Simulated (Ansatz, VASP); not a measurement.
## Zr (Zr(0001)): VASP beside Ansatz

One calculation is typed for both programs; each brings its own data sets. How far apart do they land? The cell is taken from a series of runs on this material, whose earlier steps may have relaxed, scaled, displaced or heated it; both programs get it as it stands.

Calculated with Ansatz 0.2.0; plane waves, with VASP 6.6.1 beside it; single point at PBE, spin-orbit coupling.

### Step 1. Starting point

The cell holds 11 atoms: 11 Zr. Cell: a = 3.230 Å, b = 3.230 Å, c = 43.727 Å, α = 90.0°, β = 90.0°, γ = 60.0°. Vacuum lies along c.

### Step 2. Ansatz: single point, PBE, spin-orbit coupling

Ansatz runs on its fully relativistic PAW (standard-fr) files.

A single point gives forces, pressure and levels at one fixed geometry, so differences don't come from the geometry; what else differs is listed under the comparison.

File input.yaml:

```yaml
crystal:
  lattice:
    - [3.23, 0.0, 0.0]
    - [1.615, 2.7972620542, 0.0]
    - [0.0, 0.0, 43.72695]
  atoms:
    - { symbol: Zr, position: [0.0, 0.0, 0.2109881454] }
    - { symbol: Zr, position: [0.6666666667, 0.6666666667, 0.2655238773] }
    - { symbol: Zr, position: [0.0, 0.0, 0.3245956979] }
    - { symbol: Zr, position: [0.6666666667, 0.6666666667, 0.38232909] }
    - { symbol: Zr, position: [0.0, 0.0, 0.441164545] }
    - { symbol: Zr, position: [0.6666666667, 0.6666666667, 0.5] }
    - { symbol: Zr, position: [0.0, 0.0, 0.558835455] }
    - { symbol: Zr, position: [0.6666666667, 0.6666666667, 0.61767091] }
    - { symbol: Zr, position: [0.0, 0.0, 0.6754043015] }
    - { symbol: Zr, position: [0.6666666667, 0.6666666667, 0.7344761241] }
    - { symbol: Zr, position: [0.0, 0.0, 0.7890118568] }
hamiltonian:
  xc: pbe
  pseudopotentials: { kind: paw_fr }
magnetization:
  noncollinear: true
  spin_orbit: true
scf:
  occupations: { method: fermi_dirac, width: 0.05 }
  convergence: { dr2_threshold: 1.0e-08 }
efield:
  axis: 3
  dipole_correction: true
  ramp_position: 0.97
  ramp_width: 0.06
output:
  fatbands: true
  write_potential: true
  write_density: true
  volumetric_format: npy
kpoints:
  mp_grid: { grid: [18, 18, 1] }
  band_path: { path: [[0, 0, 0], [0.1336, 0, 0]], npoints: 30 }
```

On the command line:

```sh
$ ansatz run input.yaml --threads 4 --pin off --max-ram 12288MiB --backend cpu --events-out ev --progress --plain --runs-dir out
```

Numbers of over 12 decimals in the logs are rounded to 6 here.

What it wrote:

```text
Engine: ansatz 0.2.0, x86_64-unknown-linux-gnu
Pseudopotentials: kind: paw_fr
Pseudopotential: Zr, paw_fr, valence charge 12, recommended cutoff 420 eV (normal), Zr.paw.azcp#standard-fr
Functional definition: PBE
  parameter kappa = 0.804
  parameter beta = 0.066725
  exchange = pbe_x(kappa = kappa, mu = beta*pi^2/3)
  correlation = pbe_c(beta = beta)
non-collinear run that drives no moment, with spin-orbit: no starting moment large enough to seed its density (crystal.atoms[].spin), no starting occupations that ask for one, no magnetisation constraint and no magnetic field, so the semilocal B_xc is pinned to zero
Crystal: 11 atoms, lattice volume = 395.080 Å³
Basis set: ecut = 420 eV, 7887 PW (Γ)
Bands: 160, of which v1, the nominal top of the filled ones, is band 132 counted from 1 (131 counted from 0)
Symmetry: 6 space group operations + 6 with time reversal
k-points: 37 of 324 (time reversal used)
Projection manifold: j_resolved (fully-relativistic pseudo-atomic orbitals)
Non-local potential: Zr, projectors of the file, l = 0: 3, l = 1: 4, l = 2: 4, l = 3: 4
PAW form: soft (Blöchl's): semilocal exchange-correlation on the pseudo side does not see the compensation charge
PAW one-centre angular grid: Zr, 590 points (default); XC on 64 Gauss nodes
Initial density: superposition of atomic densities (neutral atoms: chi_scale 0, normalization atom)
Initial wavefunctions: pseudopotential atomic-orbital guess
Functional: x = pbe(κ = 0.804, μ = 0.219515), c = pbe(β = 0.066725)
SCF iter   1: F=—  HF=-46033.729297 eV  |F-HF|=—  |Δ(HF+E_count)|=         —  Δρ=3.17e-2  dr2=1.01e2  dr2_m=0.00e0 (ungated)  ethr=3.10e-3  |M|=0.00e0 ∫|m|=0.00e0 μB  |m|>n=0.0e0 m-floor=0.0e0 τ_xc=0.0e0  β_m=1.00  p=0.000 e·Å  D=3.28e-13 V/Å  ΔV_dip=-0.00 eV  dr2_dipole=1.22e-6  V_vac-E_F(+/−)=7.72/7.72 eV  ⟨swp⟩=8.8  Hψ=33175  notcnv=0
efield: sawtooth ramp at fractional position 0.9700 (set: `efield.ramp_position`, or a place that a band, a saddle search or an elastic batch's reference lends), width 0.0600; the density the first Hamiltonian is built on has a dipole p = 0.000 e·Å; the dipole correction subtracts the counter field D = 3.28e-13 V/Å, which shifts the + side's vacuum level by -0.00 eV against the − side's; the planar-averaged density in the ramp window peaks in size at 5.1e-7 e/Å³
preconditioner: auto → LDOS  [metal: Δε(μ)=0.002 eV  Ē_g=2.716 eV  σ=0.050 eV  W_gap=0.01  n_scr=60 (ndim 8)  ℏωp=12.4 eV  f_vac=0.322  D(μ)=14.36/eV (n_scr^D=136)  β→1.0]
spin=Noncollinear: LDOS preconditioning applied to the charge; magnetization (m_x, m_y, m_z) channels mix plain (no charge-response kernel on spin).
SCF iter   2: F=—  HF=-46033.759685 eV  |F-HF|=—  |Δ(HF+E_count)|=   3.04e-2  Δρ=3.39e-2  dr2=2.55e2  dr2_m=0.00e0 (ungated)  ethr=3.10e-3  |M|=0.00e0 ∫|m|=0.00e0 μB  |m|>n=0.0e0 m-floor=0.0e0 τ_xc=0.0e0  β_m=0.55  p=-0.001 e·Å  D=-2.66e-4 V/Å  ΔV_dip=0.01 eV  dr2_dipole=5.49e-4  V_vac-E_F(+/−)=1.35/1.34 eV  ⟨swp⟩=7.6  Hψ=23989  notcnv=2  defer=12  recentre
SCF iter   3: F=—  HF=-46030.485750 eV  |F-HF|=—  |Δ(HF+E_count)|=    3.27e0  Δρ=1.41e-2  dr2=2.89e1  dr2_m=0.00e0 (ungated)  ethr=3.10e-3  |M|=0.00e0 ∫|m|=0.00e0 μB  |m|>n=0.0e0 m-floor=0.0e0 τ_xc=0.0e0  β_m=0.84  p=0.000 e·Å  D=2.15e-5 V/Å  ΔV_dip=-0.00 eV  dr2_dipole=6.40e-6  V_vac-E_F(+/−)=5.89/5.89 eV  ⟨swp⟩=8.3  Hψ=22190  notcnv=0  defer=37
SCF iter   4: F=—  HF=-46029.855812 eV  |F-HF|=—  |Δ(HF+E_count)|=   6.30e-1  Δρ=5.22e-3  dr2=7.29e0  dr2_m=0.00e0 (ungated)  ethr=3.10e-3  |M|=0.00e0 ∫|m|=0.00e0 μB  |m|>n=0.0e0 m-floor=0.0e0 τ_xc=0.0e0  β_m=0.78  p=-0.000 e·Å  D=-7.91e-6 V/Å  ΔV_dip=0.00 eV  dr2_dipole=2.21e-6  V_vac-E_F(+/−)=3.88/3.88 eV  ⟨swp⟩=4.2  Hψ=11377  notcnv=0  defer=2
SCF iter   5: F=—  HF=-46029.816672 eV  |F-HF|=—  |Δ(HF+E_count)|=   3.91e-2  Δρ=2.89e-3  dr2=2.26e0  dr2_m=0.00e0 (ungated)  ethr=3.10e-3  |M|=0.00e0 ∫|m|=0.00e0 μB  |m|>n=0.0e0 m-floor=0.0e0 τ_xc=0.0e0  β_m=0.66  p=0.000 e·Å  D=1.01e-5 V/Å  ΔV_dip=-0.00 eV  dr2_dipole=4.88e-6  V_vac-E_F(+/−)=4.01/4.01 eV  ⟨swp⟩=1.0  Hψ=6378  notcnv=0  defer=2
SCF iter   6: F=—  HF=-46029.790611 eV  |F-HF|=—  |Δ(HF+E_count)|=   2.61e-2  Δρ=6.58e-4  dr2=6.68e-2  dr2_m=0.00e0 (ungated)  ethr=1.72e-3  |M|=0.00e0 ∫|m|=0.00e0 μB  |m|>n=0.0e0 m-floor=0.0e0 τ_xc=0.0e0  β_m=0.77  p=0.000 e·Å  D=2.07e-5 V/Å  ΔV_dip=-0.00 eV  dr2_dipole=1.24e-5  V_vac-E_F(+/−)=4.18/4.19 eV  ⟨swp⟩=1.2  Hψ=5971  notcnv=0  defer=2
SCF iter   7: F=—  HF=-46029.789126 eV  |F-HF|=—  |Δ(HF+E_count)|=   1.48e-3  Δρ=1.56e-4  dr2=1.45e-3  dr2_m=0.00e0 (ungated)  ethr=5.06e-5  |M|=0.00e0 ∫|m|=0.00e0 μB  |m|>n=0.0e0 m-floor=0.0e0 τ_xc=0.0e0  β_m=0.76  p=0.000 e·Å  D=9.18e-6 V/Å  ΔV_dip=-0.00 eV  dr2_dipole=5.81e-7  V_vac-E_F(+/−)=4.22/4.22 eV  ⟨swp⟩=4.9  Hψ=10117  notcnv=0  defer=8
[...]
SCF converged after 12 iterations
Magnetization: |M| = 0.0000 μB,  M = (+0.0000, +0.0000, +0.0000) μB
Absolute magnetization: 0.0000 μB (∫|m|)
  site 0: m = (+0.0000, +0.0000, +0.0000) μB, |m| = 0.0000 μB  (R = 1.25 Å)
  site 1: m = (+0.0000, +0.0000, +0.0000) μB, |m| = 0.0000 μB  (R = 1.25 Å)
  site 2: m = (+0.0000, +0.0000, +0.0000) μB, |m| = 0.0000 μB  (R = 1.29 Å)
  site 3: m = (+0.0000, +0.0000, +0.0000) μB, |m| = 0.0000 μB  (R = 1.29 Å)
  site 4: m = (+0.0000, +0.0000, +0.0000) μB, |m| = 0.0000 μB  (R = 1.31 Å)
  site 5: m = (+0.0000, +0.0000, +0.0000) μB, |m| = 0.0000 μB  (R = 1.31 Å)
  site 6: m = (+0.0000, +0.0000, +0.0000) μB, |m| = 0.0000 μB  (R = 1.31 Å)
  site 7: m = (+0.0000, +0.0000, +0.0000) μB, |m| = 0.0000 μB  (R = 1.29 Å)
  site 8: m = (+0.0000, +0.0000, +0.0000) μB, |m| = 0.0000 μB  (R = 1.29 Å)
  site 9: m = (+0.0000, +0.0000, +0.0000) μB, |m| = 0.0000 μB  (R = 1.25 Å)
  site 10: m = (+0.0000, +0.0000, +0.0000) μB, |m| = 0.0000 μB  (R = 1.25 Å)
Free energy (F): -46029.788538 eV
Harris-Foulkes:  -46029.788538 eV  (|F-HF|=4.12e-9)
Internal energy: -46029.686810 eV  (E = F + TS)
E sigma→0 (E₀):  -46029.737674 eV
Entropy (-TS):   -0.101728 eV (-9.248 meV/atom)
Fermi energy:    7.662984 eV
Dipole field:    D = -0.000004 V/Å  (p = -0.000009 e·Å, saw-weighted, corrected)
Work function:   Φ+ = 4.1708 eV   Φ− = 4.1706 eV
Levels:          The Fermi level and band energies are counted from a zero that moves with the ramp; work functions are not
--- Per-component energies (eV) ---
  E_band       = -1902.377309
  E_kinetic    = 3658.536418
  E_local      = -172604.575700  (includes V_loc(G=0)·N_el)
  E_nonlocal   = 888.582354
  E_hartree    = 84569.367716
  E_xc         = -1774.507086
  E_vxc        = -2095.275115  (∫ρ·V_xc dr)
  E_paw        = -32505.075122  (= ΣΔE_a)
  E_vpaw       = -888.384217  (= ΣTr[D̂ρ^β])
  E_aug_tail   = 0.000271  (compensation charges beyond the density's cutoff)
  E_efield     = 0.000000  (sawtooth field / dipole correction)
  E_vefield    = 0.000000  (∫n·V_field dr)
  E_ewald      = 71737.984339
  E_smearing   = -0.101728  (= −TS)
  E_closure    = 0.000000  (closes the sum)
  Σ components = -46029.788538   (vs F -46029.788538, Δ=0.00e0)
--- Band table (eV; the first three rows and the last of 37) ---
  k-point 0: bands = [... 128 lower, 8.3385, 8.3385, 8.3436, 8.3436, 8.3537, 8.3537, 8.3739, 8.3739, ... 24 higher]
  k-point 1: bands = [... 128 lower, 8.2338, 8.2338, 8.2561, 8.2561, 8.3324, 8.3324, 8.3571, 8.3571, ... 24 higher]
  k-point 2: bands = [... 128 lower, 7.9627, 7.9627, 8.0849, 8.0849, 8.1456, 8.1456, 8.2626, 8.2626, ... 24 higher]
  k-point 36: bands = [... 128 lower, 6.8320, 6.8320, 7.6156, 7.6215, 7.6540, 7.6757, 7.6787, 7.6944, ... 24 higher]
```

The column dr2 measures how far the density is from self-consistency, as an energy; F and HF (Harris–Foulkes) agree once it is small.

(Part 1 of 2 ends here.)

[Lines on the potential files, build, host, timing and source positions are cut from VASP's logs without a mark.]

[Logs are printed without paths, hosts, clocks, repeated set-up lines and the standing remarks that a program may print on its own settings, such as how far it seeks lower states.]

[Hosts, paths, dates, database ids (printed as entryN), source tags and the programs' standing remarks are cut or masked in the printed files.]
